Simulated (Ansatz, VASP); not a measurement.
# Si2Mo in two plane-wave programs

Wanted: the spread between two codes on one cell, functional and k mesh. Of the first pair: The structure shown is the end of the Ansatz relaxation below.

Method: plane waves, with VASP 6.6.1 beside it; single point at PBEsol and relaxation of cell and atoms at PBEsol, in Ansatz 0.2.0.

## (1) Starting point

The structure is tetragonal, space group I4/mmm (No. 139). Conventional cell: a = 3.214 Å, b = 3.214 Å, c = 7.508 Å, α = 90.00°, β = 90.00°, γ = 90.00°. Si has 5 Si at 2.48 to 2.60 Å and 5 Mo at 2.51 to 2.59 Å nearest. Nearest to Mo lie 10 Si at 2.51 to 2.59 Å. Farther neighbours are not listed.

## (2) Ansatz: relaxation, PBEsol

Ansatz runs on its PAW soft_1 files.

This run makes the geometry at which the two programs are then compared.

The input, input.yaml:

```yaml
crystal:
  lattice:
    - [-1.6040284718, 1.6040284718, 3.7538732194]
    - [1.6040284718, -1.6040284718, 3.7538732194]
    - [1.6040284718, 1.6040284718, -3.7538732194]
  atoms:
    - { symbol: Si, position: [0.3346816684, 0.3346816684, 0.0] }
    - { symbol: Si, position: [0.6653183316, 0.6653183316, 0.0] }
    - { symbol: Mo, position: [0.0, 0.0, 0.0] }
  conventional_axes: [[0, 1, 1], [1, 0, 1], [1, 1, 0]]
kpoints:
  mp_grid: { grid: [20, 20, 20] }
hamiltonian:
  xc: pbesol
  pseudopotentials: { kind: paw, azcp: { folder: soft_1 }, xc_functional: pbe }
scf:
  occupations: { method: methfessel_paxton, width: 0.2 }
output:
  forces: true
  stress: true
  eigenvalues: true
relax:
  adjacent_minimum: "off"
  f_tol: 0.001
  max_steps: 60
  cell: { stress_tol: 0.01, fix: [c, angles] }
```

Launch:

```bash
$ ansatz run input.yaml --threads 4 --pin off --max-ram 10240MiB --backend cpu --events-out ev --progress --plain --runs-dir out
```

Numbers of over 12 decimals in the logs are rounded to 6 here.

Output:

```text
Engine: ansatz 0.2.0, aarch64-unknown-linux-gnu
Pseudopotentials: kind: paw
Pseudopotential: Si, paw, valence charge 4, recommended cutoff 420 eV (normal), soft_1/Si.paw.azcp
Pseudopotential: Mo, paw, valence charge 14, recommended cutoff 420 eV (normal), soft_1/Mo.paw.azcp
Functional definition: PBEsol
  exchange = pbesol_x
  correlation = pbesol_c
Crystal: 3 atoms, lattice volume = 38.633 Å³
Basis set: ecut = 420 eV, 761 PW (Γ), exchange–correlation on 60×60×60 points (8 copies of the dense FFT grid, shifted against one another)
Bands: 15, of which v1, the nominal top of the filled ones, is band 11 counted from 1 (10 counted from 0)
Symmetry: 16 space group operations
Space group: I4/mmm (ITA 139), of the structure as read, at distance tolerance 3.4e-5 Å
k-points: 641 of 8000
Non-local potential: Si, projectors of the file, l = 0: 2, l = 1: 2, l = 2: 1
Non-local potential: Mo, projectors of the file, l = 0: 3, l = 1: 2, l = 2: 2, l = 3: 1
PAW form: soft (Blöchl's): semilocal exchange-correlation on the pseudo side does not see the compensation charge
PAW frozen core: Si, regenerated for the run's functional, and the local potential with it (the file was generated under x = pbe(κ = 0.804, μ = 0.219515), c = pbe(β = 0.066725))
PAW frozen core: Mo, regenerated for the run's functional, and the local potential with it (the file was generated under x = pbe(κ = 0.804, μ = 0.219515), c = pbe(β = 0.066725))
PAW one-centre angular grid: Si, 110 points (default); XC on 64 Gauss nodes
PAW one-centre angular grid: Mo, 590 points (default); XC on 64 Gauss nodes
Initial density: superposition of atomic densities (chi_scale 0.1, normalization cell, long waves kept (reshape's long-wave potential 0.00 eV rms))
Initial wavefunctions: pseudopotential atomic-orbital guess
Functional: x = pbesol(κ = 0.804, μ = 0.123457), c = pbesol(β = 0.046)
SCF iter   1: F=—  HF=-6143.432955 eV  |F-HF|=—  |Δ(HF+E_count)|=         —  Δρ=9.39e-2  dr2=4.94e0  ethr=3.10e-3  ⟨swp⟩=5.4  Hψ=55511  notcnv=0
preconditioner: auto → Kerker (q_TF=auto, 2.484 Å⁻¹)  [metal: Δε(μ)=0.019 eV  Ē_g=8.384 eV  σ=0.200 eV  W_gap=0.08  n_scr=10 (ndim 8)  ℏωp=22.4 eV  f_vac=0.000  D(μ)=0.30/eV (n_scr^D=0)]
SCF iter   2: F=—  HF=-6142.268067 eV  |F-HF|=—  |Δ(HF+E_count)|=    1.16e0  S|Δr|=    0.00e0  Δρ=3.30e-2  dr2=3.19e-1  ethr=3.10e-3  ⟨swp⟩=2.2  Hψ=23833  notcnv=0
SCF iter   3: F=—  HF=-6142.202654 eV  |F-HF|=—  |Δ(HF+E_count)|=   6.54e-2  S|Δr|=    0.00e0  Δρ=1.45e-2  dr2=5.63e-2  ethr=1.45e-3  ⟨swp⟩=2.1  Hψ=14087  notcnv=0
SCF iter   4: F=—  HF=-6142.190311 eV  |F-HF|=—  |Δ(HF+E_count)|=   1.23e-2  S|Δr|=    0.00e0  Δρ=2.43e-3  dr2=2.41e-3  ethr=2.56e-4  ⟨swp⟩=2.5  Hψ=14045  notcnv=0
SCF iter   5: F=—  HF=-6142.189670 eV  |F-HF|=—  |Δ(HF+E_count)|=   6.41e-4  S|Δr|=    0.00e0  Δρ=3.24e-4  dr2=6.72e-5  ethr=1.10e-5  ⟨swp⟩=2.8  Hψ=15805  notcnv=0
SCF iter   6: F=—  HF=-6142.189657 eV  |F-HF|=—  |Δ(HF+E_count)|=   1.24e-5  S|Δr|=    0.00e0  Δρ=3.98e-5  dr2=1.08e-6  ethr=3.05e-7  ⟨swp⟩=2.3  Hψ=12527  notcnv=0
SCF iter   7: F=-6142.189657 eV  HF=-6142.189657 eV  |F-HF|=5.79e-9  |Δ(HF+E_count)|=   2.60e-7  S|Δr|=    0.00e0  Δρ=4.70e-6  dr2=1.00e-8  ethr=4.55e-10  ⟨swp⟩=6.6  Hψ=47362  notcnv=0
SCF 1 converged in 7 iterations: F = -6142.189657 eV  dr2 = 1.00e-8
  greatest PAW one-centre occupation: 0.999 electrons in one spin orbital (limit 2), on the Mo atom at site 2 (counted from 0), in its partial waves of l = 0
relax step   1: F+E_penalty+E_count = -6142.18965714 eV  Δ(F+E_penalty+E_count) = +0.000e0 eV  max|allowed force component| = 1.922e-2 eV/Å  Δτ_max = 0.0000 Å  P = +8.594 GPa  Ω = 38.633 Å³  fix = [c, alpha, beta, gamma]  reactions: c +23.601 GPa  (7 SCF iters, dr2 threshold 1.00e-7 eV, accepted)
[...]
relax step   2: F+E_penalty+E_count = -6142.19010966 eV  Δ(F+E_penalty+E_count) = -4.525e-4 eV  max|allowed force component| = 2.956e-3 eV/Å  Δτ_max = 0.0005 Å  P = +7.456 GPa  Ω = 38.822 Å³  energy of the carried Pulay correction = -2.065e-5 eV  fix = [c, alpha, beta, gamma]  reactions: c +22.963 GPa  (4 SCF iters, dr2 threshold 3.00e-7 eV, accepted)
[...]
relax step   3: F+E_penalty+E_count = -6142.19015226 eV  Δ(F+E_penalty+E_count) = -4.260e-5 eV  max|allowed force component| = 4.949e-4 eV/Å  Δτ_max = 0.0001 Å  P = +7.698 GPa  Ω = 38.782 Å³  energy of the carried Pulay correction = -1.623e-5 eV  fix = [c, alpha, beta, gamma]  reactions: c +23.101 GPa  (3 SCF iters, dr2 threshold 2.21e-7 eV, accepted)
[...]
relax step   4: F+E_penalty+E_count = -6142.19016853 eV  Δ(F+E_penalty+E_count) = -1.627e-5 eV  max|allowed force component| = 5.531e-4 eV/Å  Δτ_max = 0.0000 Å  P = +7.697 GPa  Ω = 38.782 Å³  fix = [c, alpha, beta, gamma]  reactions: c +23.098 GPa  stress off target by 3.56e-3 GPa on what of the cell is left free  SCF on the basis re-selected at this cell (its energy is not comparable with the rows above)  (5 SCF iters)
basis re-selected at this cell: Δ(F+E_penalty+E_count) = -1.627e-5 eV, ΔP = -0.001 GPa vs the last step (what re-selecting the basis moved, of the pressure what is left beyond the Pulay correction that the steps carried, after the strain that the cell walked since its last selection, with what the two solves' SCF thresholds leave and, on support functions, any second-order correction that the steps lacked; it is no m [...]
SCF converged after 5 iterations
Stability not checked: this state was not tested for a lower state beside it, because cold or Methfessel-Paxton smearing, or corrected tetrahedra, fill the levels in a way that the test cannot read (fill_not_monotonic; see scf.lower_state_search)
Free energy (F): -6142.190169 eV
Harris-Foulkes:  -6142.190169 eV  (|F-HF|=0.00e0)
Internal energy: -6142.190891 eV  (E = F + TS)
E sigma→0 (E₀):  -6142.190349 eV
Entropy (-TS):   0.000723 eV (0.241 meV/atom)
Fermi energy:    16.396473 eV
--- Per-component energies (eV) ---
  E_band       = -35.335935
  E_kinetic    = 516.166013
  E_local      = -1099.719361  (includes V_loc(G=0)·N_el)
  E_nonlocal   = 195.310863
  E_hartree    = 420.194531
  E_xc         = -293.094176
  E_vxc        = -322.828681  (∫ρ·V_xc dr)
  E_paw        = -4150.282295  (= ΣΔE_a)
  E_vpaw       = -164.653950  (= ΣTr[D̂ρ^β])
  E_aug_tail   = 0.000132  (compensation charges beyond the density's cutoff)
  E_ewald      = -1731.039017
  E_core_change = 0.272421  (= ΣΔE_core)
  E_smearing   = 0.000723  (= −TS)
  E_closure    = 0.000000  (closes the sum)
  Σ components = -6142.190169   (vs F -6142.190169, Δ=0.00e0)
--- Forces (eV/Å), atoms counted from 1 ---
  atom   1  Si     0.00000000    -0.00000000    -0.00055308
  atom   2  Si     0.00000000     0.00000000     0.00055308
  atom   3  Mo    -0.00000000     0.00000000     0.00000000
  max |Σ_I F_I| component: 3.47e-17 eV/Å
--- Stress (GPa, compression-positive) ---
       -0.003564       0.000000       0.000000
        0.000000      -0.003564       0.000000
        0.000000       0.000000      23.098263
  P = ⅓ Tr σ = 7.6970 GPa (76.970 kbar)
--- Band table (eV; the first three rows and the last of 641) ---
  k-point 0: bands = [... 7 lower, 13.5874, 13.5874, 13.8231, 16.6850, 19.5477, 19.6895, 19.8233, 19.8233]
  k-point 1: bands = [... 7 lower, 13.3763, 13.3900, 14.4179, 16.3651, 19.4636, 19.7206, 19.7558, 19.8737]
  k-point 2: bands = [... 7 lower, 12.8945, 13.4402, 15.0707, 15.5784, 19.0656, 19.6534, 20.0041, 20.1929]
  k-point 640: bands = [... 7 lower, 14.1560, 15.7445, 15.7445, 15.9668, 15.9668, 16.8752, 22.2694, 22.3256]
--- Relaxed structure (3 steps of the walk, 3 accepted, 1 SCFs on fresh bases) ---
  F+E_penalty+E_count = -6142.19016853 eV   max|allowed force component| = 5.531e-4 eV/Å   (the final SCF, on the basis selected at the relaxed cell)
  cell:  # Å, volume = 38.7819 Å³
    - [-1.607106, 1.607106, 3.7538732194]
    - [1.607106, -1.607106, 3.7538732194]
    - [1.607106, 1.607106, -3.7538732194]
  atoms:
    - { symbol: Si, position: [0.334620, 0.334620, 0] }
    - { symbol: Si, position: [0.665380, 0.665380, 0] }
    - { symbol: Mo, position: [0, 0, 0] }
```

## (3) VASP: single point, PBEsol, pair 1

The same cell, functional, mesh and smearing now go to VASP, with its own data sets.

Lines of VASP's logs that name or quote its potential files are left out, and so is its time.

The input, INCAR:

```
SYSTEM = Si2Mo
PREC = Accurate
ENCUT = 500
EDIFF = 1E-06
NELM = 120
ISMEAR = 1
SIGMA = 0.2
LREAL = .FALSE.
ALGO = Normal
GGA = PS
NBANDS = 17
LASPH = .TRUE.
LORBIT = 11
LWAVE = .FALSE.
LCHARG = .FALSE.
ISIF = 2
GGA_COMPAT = .FALSE.
KPAR = 2
```

The input, POSCAR:

```
Si2Mo
1.0
   -1.6071059246      1.6071059246      3.7538732194
    1.6071059246     -1.6071059246      3.7538732194
    1.6071059246      1.6071059246     -3.7538732194
Si Mo
2 1
Direct
    0.3346200016      0.3346200016      0.0000000000
    0.6653799984      0.6653799984      0.0000000000
    0.0000000000      0.0000000000      0.0000000000
```

The input, KPOINTS:

```
Automatic mesh
0
Gamma
20 20 20
0 0 0
```

The projector-augmented-wave data sets are Si and Mo_sv (PBE family, release 64).

Launch:

```bash
$ mpirun -np 2 vasp_std
```

Output:

```text
[banner, memory and clock lines left out]
running    2 mpi-ranks, on    1 nodes
 distrk:  each k-point on    1 cores,    2 groups
 distr:  one band on    1 cores,    1 groups

 POSCAR found type information on POSCAR SiMo
 POSCAR found :  2 types and       3 ions
|                                                                             |
|               ----> ADVICE to this user running VASP <----                  |
|                                                                             |
|     You enforced a specific xc type in the INCAR file but a different       |
|     [... a line on the potential file left out ...]
|     I HOPE YOU KNOW WHAT YOU ARE DOING!                                     |
|                                                                             |

 LDA part: xc-table for (Slater+PW92), standard interpolation
 POSCAR, INCAR and KPOINTS ok, starting setup
 FFT: planning ... GRIDC
 FFT: planning ... GRID_SOFT
 FFT: planning ... GRID
 WAVECAR not read
 entering main loop
       N       E                     dE             d eps       ncg     rms          rms(c)
DAV:   1     0.115797823315E+03    0.11580E+03   -0.11155E+04 21834   0.120E+03
DAV:   2    -0.232112020421E+02   -0.13901E+03   -0.13659E+03 27036   0.306E+02
DAV:   3    -0.259203057967E+02   -0.27091E+01   -0.26859E+01 27018   0.387E+01
DAV:   4    -0.259340120562E+02   -0.13706E-01   -0.13697E-01 26969   0.308E+00
DAV:   5    -0.259341029990E+02   -0.90943E-04   -0.90934E-04 27025   0.250E-01    0.247E+01
DAV:   6    -0.251160811000E+02    0.81802E+00   -0.58539E+00 23562   0.165E+01    0.561E+00
DAV:   7    -0.250041639815E+02    0.11192E+00   -0.69262E-01 23014   0.540E+00    0.500E+00
DAV:   8    -0.249674446904E+02    0.36719E-01   -0.90489E-02 23952   0.233E+00    0.389E-01
DAV:   9    -0.249668811614E+02    0.56353E-03   -0.14698E-03 27849   0.328E-01    0.235E-01
DAV:  10    -0.249667886206E+02    0.92541E-04   -0.38304E-04 24323   0.183E-01    0.548E-02
DAV:  11    -0.249667765056E+02    0.12115E-04   -0.12875E-04 24004   0.919E-02    0.356E-02
DAV:  12    -0.249667743362E+02    0.21694E-05   -0.16272E-05 23484   0.291E-02    0.458E-03
DAV:  13    -0.249667740686E+02    0.26765E-06   -0.36415E-07 11971   0.541E-03
   1 F= -.24966774E+02 E0= -.24967015E+02  d E =0.723173E-03
```

From OUTCAR (step 3):

```text
ion  position               nearest neighbor table
   1  0.335  0.335  0.000-   2 2.48   3 2.51   3 2.59   3 2.59   3 2.59   3 2.59   2 2.60   2 2.60
                             2 2.60   2 2.60
   2  0.665  0.665  0.000-   1 2.48   3 2.51   3 2.59   3 2.59   3 2.59   3 2.59   1 2.60   1 2.60
                             1 2.60   1 2.60
   3  0.000  0.000  0.000-   1 2.51   2 2.51   1 2.59   2 2.59   2 2.59   2 2.59   1 2.59   1 2.59
                             2 2.59   1 2.59

  LATTYP: Found a body centered tetragonal cell.
 ALAT       =     3.2142118492
 C/A-ratio  =     2.3357970137

 Subroutine GETGRP returns: Found 16 space group operations
 (whereof 16 operations were pure point group operations)

The static configuration has the point symmetry D_4h.

 Found    641 irreducible k-points:

   k-points           NKPTS =    641   k-points in BZ     NKDIM =    641   number of bands    NBANDS=     17

   dimension x,y,z NGX =    32 NGY =   32 NGZ =   32
   dimension x,y,z NGXF=    64 NGYF=   64 NGZF=   64

   ENCUT  =  500.0 eV  36.75 Ry    6.06 a.u.   8.00  8.00  8.00*2*pi/ulx,y,z

   NELECT =      22.0000    total number of electrons

 k-points in reciprocal lattice and weights: Automatic mesh
   0.00000000  0.00000000  0.00000000       0.000
   0.05000000  0.00000000 -0.00000000       0.001
   0.10000000  0.00000000  0.00000000       0.001
   0.15000000  0.00000000  0.00000000       0.001
   0.20000000  0.00000000  0.00000000       0.001
   0.25000000  0.00000000  0.00000000       0.001
   0.30000000  0.00000000  0.00000000       0.001
   0.35000000  0.00000000  0.00000000       0.001
   0.40000000  0.00000000  0.00000000       0.001
[...]
-0.45000000 -0.45000000  0.45000000       0.000
   0.50000000  0.50000000  0.50000000       0.000

 average (electrostatic) potential at core
       1 -76.6250       2 -76.6250       3 -68.3528

 E-fermi :  12.5728

 k-point     1 :       0.0000    0.0000    0.0000
  band No.  band energies     occupation
    ...
      6       6.1770      2.00000
      7       9.5296      2.00000
      8       9.7632      2.00000
      9       9.7632      2.00000
     10      10.0043      2.00000
     11      12.8610     -0.06039
     12      15.7129     -0.00000
     13      15.8699     -0.00000
     14      16.0001     -0.00000
     15      16.0001     -0.00000
    ...

 k-point     2 :       0.0500    0.0000   -0.0000
  band No.  band energies     occupation
    ...
      6       6.1836      2.00000
      7       9.3292      2.00000
      8       9.5374      2.00000
      9       9.7942      2.00000
     10      10.3606      2.00000
     11      12.7043      0.11192
     12      15.6801     -0.00000
     13      15.7445     -0.00000
     14      15.8452     -0.00000
     15      16.1850     -0.00000
    ...

 k-point     3 :       0.1000    0.0000    0.0000
  band No.  band energies     occupation
    ...
      7       8.7654      2.00000
      8       9.5479      2.00000
      9       9.8851      2.00000
     10      10.7074      2.00000
     11      12.3301      2.07088
     12      15.1948     -0.00000
     13      15.3512     -0.00000
     14      16.1955     -0.00000
     15      16.6113      0.00000
     16      17.6195      0.00000
    ...

  Total        0.0898704      0.0898704      5.6908042      0.0000000     -0.0000000      0.0000000
  in kB        3.7127756      3.7127756    235.1016247      0.0000000     -0.0000000      0.0000000
  external PRESSURE =      80.8423920 kB  Pullay stress =       0.0000000 kB

  energy-cutoff  :      500.00
  volume of cell :       38.78
      direct lattice vectors                 reciprocal lattice vectors
    -1.607105925  1.607105925  3.753873219     0.000000000  0.311118261  0.133195761
     1.607105925 -1.607105925  3.753873219     0.311118261  0.000000000  0.133195761
     1.607105925  1.607105925 -3.753873219     0.311118261  0.311118261  0.000000000

 POSITION                                       TOTAL-FORCE (eV/Angst)
 -----------------------------------------------------------------------------------
      0.00000      0.00000      2.51224         0.000000      0.000000     -0.001901
      0.00000      0.00000      4.99550        -0.000000     -0.000000      0.001901
      0.00000      0.00000      0.00000        -0.000000     -0.000000     -0.000000
 -----------------------------------------------------------------------------------
    total drift:                               -0.000000      0.000000      0.000000

  FREE ENERGIE OF THE ION-ELECTRON SYSTEM (eV)
  ---------------------------------------------------
  free  energy   TOTEN  =       -24.9667740686 eV

  energy  without entropy=      -24.9674972416  energy(sigma->0) =      -24.96701513

 total charge
# of ion       s       p       d       tot
------------------------------------------
    1        0.742   0.909   0.000   1.651
    2        0.742   0.909   0.000   1.651
    3        2.303   6.227   4.269  12.799
--------------------------------------------------
tot          3.787   8.044   4.269  16.100

[... 3 further parts left out ...]
```

The run ends at a pressure of 8.08 GPa, with forces up to 0.0019 eV/Å.

## (4) Differences

Known differences besides the potentials themselves: the cutoff is 420 eV in Ansatz and 500 eV in VASP; Ansatz makes its cores anew for this functional, VASP keeps those of its PBE data sets; Ansatz's pressure holds a Pulay correction, VASP's none. Total energies have different zeros and are not compared.

Both answers:

```tsv
quantity	Ansatz	VASP	difference
pressure (GPa)	7.70	8.08	-0.39
```

## (5) Ansatz: relaxation of cell and atoms, PBEsol

The relaxed volume is the usual yardstick between codes: in a stiff, nearly cubic crystal its relative difference is about their pressure difference at one cell divided by the bulk modulus. Its start cell is another than that of the pair before, and may be another structure of the material.

The cell is taken from a series of runs on this material, whose earlier steps may have relaxed, scaled, displaced or heated it; both programs get it as it stands.

input.yaml, the sections that differ from step 2:

```yaml
crystal:
  lattice:
    - [-1.595122656, 1.595122656, 3.9109087056]
    - [1.595122656, -1.595122656, 3.9109087056]
    - [1.595122656, 1.595122656, -3.9109087056]
  atoms:
    - { symbol: Si, position: [0.3350567153, 0.3350567153, 0.0] }
    - { symbol: Si, position: [0.6649432847, 0.6649432847, 0.0] }
    - { symbol: Mo, position: [0.0, 0.0, 0.0] }
relax:
  adjacent_minimum: "off"
  f_tol: 0.001
  max_steps: 60
  cell: { stress_tol: 0.01 }
# kpoints, hamiltonian, scf, output: as in step 2
```

Launch:

```bash
$ ansatz run input.yaml --threads 4 --pin off --max-ram 10240MiB --backend cpu --events-out ev --progress --plain --runs-dir out
```

Output:

```text
[...]
--- Relaxed structure (3 steps of the walk, 3 accepted, 1 SCFs on fresh bases) ---
[...]
cell:  # Å, volume = 39.8038 Å³
    - [-1.595247, 1.595247, 3.910285]
    - [1.595247, -1.595247, 3.910285]
    - [1.595247, 1.595247, -3.910285]
  atoms:
    - { symbol: Si, position: [0.335093, 0.335093, 0] }
    - { symbol: Si, position: [0.664907, 0.664907, 0] }
    - { symbol: Mo, position: [0, 0, 0] }
[key lines of the parts left out:]
SCF converged after 4 iterations
Free energy (F): -6142.300021 eV
Fermi energy:    16.052985 eV
P = ⅓ Tr σ = 0.0009 GPa (0.009 kbar)
```

(Part 1 of 2 ends here.)

[Lines on the potential files, build, host, timing and source positions are cut from VASP's logs without a mark.]

[Logs are printed without paths, hosts, clocks, repeated set-up lines and the standing remarks that a program may print on its own settings, such as how far it seeks lower states.]

[Hosts, paths, dates, database ids (printed as entryN), source tags and the programs' standing remarks are cut or masked in the printed files.]
